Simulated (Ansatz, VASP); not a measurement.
# In2O3 (In2O3 (Ia-3)): VASP beside Ansatz, part 2 of 2

Aim: how closely do two programs agree when they are given the same cell, functional and k mesh? Of the first pair: The structure shown is the start of the Ansatz relaxation below; VASP solves that cell, so the two are compared at the walk's first step.

VASP 6.6.1 and Ansatz 0.2.0.

So far. Step 3 (VASP: single point, r2SCAN, start cell, pair 1): The run ends at a pressure of 0.81 GPa, with forces up to 0.048 eV/Å.

## (4) Side by side

Known differences besides the potentials themselves: VASP keeps PBE cores, Ansatz makes them for the functional; fixed occupations in Ansatz, narrow Gaussian smearing in VASP; the cutoff is 500 eV in Ansatz and 580 eV in VASP (PREC = Accurate, projectors in real space). Total energies have different zeros and are not compared.

Forces on 10 of the 40 atoms, those with the largest forces and the largest differences (eV/Å; atoms numbered as in POSCAR):

| atom | Ansatz x, y, z | VASP x, y, z |
| --- | --- | --- |
| In2 | 0.021, 0.000, 0.000 | 0.044, 0.000, 0.000 |
| In3 | -0.021, 0.000, 0.000 | -0.044, 0.000, 0.000 |
| In4 | 0.000, 0.021, 0.000 | 0.000, 0.044, 0.000 |
| O26 | -0.017, -0.018, -0.009 | -0.035, -0.032, -0.005 |
| O27 | -0.009, -0.017, -0.018 | -0.005, -0.035, -0.032 |
| O28 | -0.018, -0.009, -0.017 | -0.032, -0.005, -0.035 |
| O29 | 0.017, -0.018, -0.009 | 0.035, -0.032, -0.005 |
| O30 | 0.018, 0.009, -0.017 | 0.032, 0.005, -0.035 |
| O31 | -0.018, -0.009, 0.017 | -0.032, -0.005, 0.035 |
| O32 | 0.009, -0.017, 0.018 | 0.005, -0.035, 0.032 |

The forces differ by 13 meV/Å r.m.s., which is 49.6 % of the r.m.s. force of 0.026 eV/Å (both taken over all components).

## (5) Ansatz: relaxation, r2SCAN

This run makes the geometry at which the two programs are then compared.

The structure compared here is the end of the Ansatz relaxation.

This is the run of step 2 again, met here at its other cell.

## (6) VASP: single point, r2SCAN, relaxed cell, pair 2

The same cell, functional and mesh now go to VASP, with its own data sets.

File INCAR:

```
SYSTEM = In2O3
PREC = Accurate
ENCUT = 660
EDIFF = 1E-06
NELM = 120
ISMEAR = 0
SIGMA = 0.01
LREAL = Auto
ALGO = Normal
METAGGA = R2SCAN
LASPH = .TRUE.
NBANDS = 204
LORBIT = 11
LWAVE = .FALSE.
LCHARG = .FALSE.
ISIF = 2
GGA_COMPAT = .FALSE.
EFERMI = MIDGAP
LMIXTAU = .TRUE.
KPAR = 4
```

File POSCAR:

```
In2O3
1.0
   -5.0792580763      5.0792580763      5.0792580763
    5.0792580763     -5.0792580763      5.0792580763
    5.0792580763      5.0792580763     -5.0792580763
In O
16 24
Direct
    0.5000000000      0.5000000000      0.5000000000
    0.2500000000      0.7160724496      0.4660724496
    0.7500000000      0.7839275504      0.0339275504
    0.4660724496      0.2500000000      0.7160724496
    0.0339275504      0.7500000000      0.7839275504
    0.7160724496      0.4660724496      0.2500000000
    0.7839275504      0.0339275504      0.7500000000
    0.7500000000      0.2839275504      0.5339275504
    0.5339275504      0.7500000000      0.2839275504
    0.2839275504      0.5339275504      0.7500000000
    0.9660724496      0.2500000000      0.2160724496
    0.2500000000      0.2160724496      0.9660724496
    0.5000000000      0.0000000000      0.0000000000
    0.2160724496      0.9660724496      0.2500000000
    0.0000000000      0.5000000000      0.0000000000
    0.0000000000      0.0000000000      0.5000000000
    0.5367843057      0.7722701963      0.5447888624
    0.7274813339      0.9919954433      0.9552111376
    0.7725186661      0.7277298037      0.2645141094
    0.5447888624      0.5367843057      0.7722701963
    0.9552111376      0.7274813339      0.9919954433
    0.2645141094      0.7725186661      0.7277298037
    0.7722701963      0.5447888624      0.5367843057
    0.9919954433      0.9552111376      0.7274813339
    0.7277298037      0.2645141094      0.7725186661
    0.4632156943      0.2277298037      0.4552111376
    0.4552111376      0.4632156943      0.2277298037
    0.2277298037      0.4552111376      0.4632156943
    0.9632156943      0.5080045567      0.2354858906
    0.4919954433      0.7645141094      0.0367843057
    0.5080045567      0.2354858906      0.9632156943
    0.7645141094      0.0367843057      0.4919954433
    0.2725186661      0.0080045567      0.0447888624
    0.7354858906      0.2274813339      0.2722701963
    0.2354858906      0.9632156943      0.5080045567
    0.0367843057      0.4919954433      0.7645141094
    0.0447888624      0.2725186661      0.0080045567
    0.2722701963      0.7354858906      0.2274813339
    0.2274813339      0.2722701963      0.7354858906
    0.0080045567      0.0447888624      0.2725186661
```

File KPOINTS:

```
Automatic mesh
0
Gamma
4 4 4
0 0 0
```

The projector-augmented-wave data sets are In_d and O (PBE family, release 64).

On the command line:

```sh
$ mpirun -np 4 vasp_std
```

Numbers of over 12 decimals in the logs are rounded to 6 here.

The program printed:

```text
[banner, memory and clock lines left out]
running    4 mpi-ranks, on    1 nodes
[...]
[... a notice as in an earlier step ...]

 LDA part: xc-table for (None), standard interpolation
 POSCAR, INCAR and KPOINTS ok, starting setup
[...]
entering main loop
       N       E                     dE             d eps       ncg     rms          rms(c)
DAV:   1     0.688510094687E+04    0.68851E+04   -0.17239E+05  3264   0.295E+03
DAV:   2     0.146256232262E+04   -0.54225E+04   -0.52428E+04  3264   0.893E+02
DAV:   3    -0.355922569877E+03   -0.18185E+04   -0.17092E+04  3296   0.395E+02
DAV:   4    -0.691442879000E+03   -0.33552E+03   -0.32576E+03  4464   0.163E+02
[...]
DAV:  21    -0.578842048128E+03   -0.45771E-04   -0.12097E-05  3240   0.143E-02    0.436E-03
DAV:  22    -0.578842051183E+03   -0.30552E-05   -0.66850E-07  2152   0.400E-03    0.508E-03
DAV:  23    -0.578842052153E+03   -0.97002E-06   -0.17139E-07  1792   0.181E-03
   1 F= -.57884205E+03 E0= -.57884205E+03  d E =0.000000E+00
```

Parts of OUTCAR (step 6):

```text
  Total        3.0101703      3.0101703      3.0101703      0.0000000     -0.0000000      0.0000000
  in kB        9.2011227      9.2011227      9.2011227      0.0000000     -0.0000000      0.0000000
  external PRESSURE =       9.2011227 kB  Pullay stress =       0.0000000 kB

 POSITION                                       TOTAL-FORCE (eV/Angst)
 -----------------------------------------------------------------------------------
      2.53963      2.53963      2.53963        -0.000000      0.000000     -0.000000
      4.73460      0.00000      2.53963         0.015504      0.000000     -0.000000
      0.34465      0.00000      7.61889        -0.015504      0.000000     -0.000000
      2.53963      4.73460      0.00000        -0.000000      0.015504     -0.000000
      7.61889      0.34465      0.00000        -0.000000     -0.015504     -0.000000
      0.00000      2.53963      4.73460        -0.000000     -0.000000      0.015504
      0.00000      7.61889      0.34465        -0.000000      0.000000     -0.015504
      0.34465      5.07926      2.53963        -0.015504      0.000000     -0.000000
      2.53963      0.34465      5.07926        -0.000000     -0.015504     -0.000000
      5.07926      2.53963      0.34465        -0.000000      0.000000     -0.015504
     -2.53963      4.73460      5.07926        -0.000000      0.015504     -0.000000
      4.73460      5.07926     -2.53963         0.015504      0.000000     -0.000000
     -2.53963      2.53963      2.53963        -0.000000      0.000000     -0.000000
      5.07926     -2.53963      4.73460        -0.000000      0.000000      0.015504
[...]
-----------------------------------------------------------------------------------
    total drift:                               -0.000000     -0.000000      0.000000

  FREE ENERGIE OF THE ION-ELECTRON SYSTEM (eV)
  ---------------------------------------------------
  free  energy   TOTEN  =      -578.8420521534 eV

  energy  without entropy=     -578.8420521534  energy(sigma->0) =     -578.84205215

[... 2 further parts left out ...]
[key lines of the parts left out:]
E-fermi :   5.8508
```

The run ends at a pressure of 0.92 GPa, with forces up to 0.020 eV/Å.

## (7) Differences

What differs besides the data sets and the points named for the pairs above, as far as they apply: the cutoff is 500 eV in Ansatz and 660 eV in VASP (PREC = Accurate, projectors in real space); Ansatz's pressure holds a Pulay correction, VASP's none. Total energies have different zeros and are not compared.

Compared:

| quantity | Ansatz | VASP | difference |
| --- | --- | --- | --- |
| pressure (GPa) | -0.02 | 0.92 | -0.94 |
| gap on the k mesh (eV) | 1.657 | 1.664 | -0.007 |

The largest component of a force difference here is 18 meV/Å. A gap on the mesh is an upper bound, since the band edges may lie between its points.

## (8) Outcome

| Property | Result |
| --- | --- |
| r.m.s. force difference (single point, r2SCAN, start cell, pair 1) | 13 meV/Å |
| difference in gap on the k mesh (single point, r2SCAN, relaxed cell, pair 2) | -0.0068 eV |
| r.m.s. force difference (single point, r2SCAN, relaxed cell, pair 2) | 11 meV/Å |
| difference in pressure (single point, r2SCAN, relaxed cell, pair 2) | -0.94 GPa |

The r.m.s. force difference is 13 meV/Å (single point, r2SCAN, start cell, pair 1), beyond the 12 meV/Å picked in this series as the mark of a large difference. What causes the difference of the single point, r2SCAN, start cell, pair 1 pair stays open here. Such differences can come from data sets, numerical settings and the points named under the comparisons, not from the functional's error against experiment.

[Lines on the potential files, build, host, timing and source positions are cut from VASP's logs without a mark.]

[Logs are printed without paths, hosts, clocks, repeated set-up lines and the standing remarks that a program may print on its own settings, such as how far it seeks lower states.]

[Hosts, paths, dates, database ids (printed as entryN), source tags and the programs' standing remarks are cut or masked in the printed files.]
